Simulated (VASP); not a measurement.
Here is a VASP 6.6.1 calculation.

INCAR

```
SYSTEM = Al2O3
PREC = Accurate
ENCUT = 520
EDIFF = 1E-6
ISMEAR = 0
SIGMA = 0.02
LREAL = .FALSE.
LASPH = .TRUE.
NELM = 100
ALGO = Normal
ISIF = 2
LWAVE = .FALSE.
LCHARG = .FALSE.
GGA = PE
IVDW = 12
NBANDS = 35
```

KPOINTS

```
Automatic mesh
0
G
  6 6 6
  0 0 0
```

POSCAR

```
Al2O3
1.0
    2.3899039649      1.3798116975      4.3460232858
   -2.3899039649      1.3798116975      4.3460232858
    0.0000000000     -2.7596233949      4.3460232858
Al O
4 6
Direct
    0.3521006424      0.3521006424      0.3521006424
    0.1478993576      0.1478993576      0.1478993576
    0.6478993576      0.6478993576      0.6478993576
    0.8521006424      0.8521006424      0.8521006424
    0.5564038294      0.9435961706      0.2500000000
    0.2500000000      0.5564038294      0.9435961706
    0.9435961706      0.2500000000      0.5564038294
    0.4435961706      0.0564038294      0.7500000000
    0.7500000000      0.4435961706      0.0564038294
    0.0564038294      0.7500000000      0.4435961706
```

Potentials or basis: VASP PAW PBE potentials, release 64 (Al, O).

Command:

```bash
$ cat potpaw_PBE.64/Al/POTCAR potpaw_PBE.64/O/POTCAR > POTCAR
$ mpirun -np 1 vasp_std > vasp.out
```

Task: What does it give for the dispersion energy per atom?

Result: -0.234 eV.

Task: Estimate the pressure.

Result: -0.2 GPa.

Task: What does it give for the band gap on the k mesh?

Result: 6.07 eV, direct.

Task: Predict the largest force.

Result: 0.003 eV/Å.

Forces in eV/Å, atoms in the order of the input:
```
Al   0.000  0.000  0.003
Al   0.000  0.000 -0.003
Al   0.000  0.000 -0.003
Al   0.000  0.000  0.003
O    0.000  0.000  0.000
O    0.000  0.000  0.000
O    0.000  0.000  0.000
O    0.000  0.000  0.000
O    0.000  0.000  0.000
O    0.000  0.000  0.000
```

A k mesh can miss the band edges.
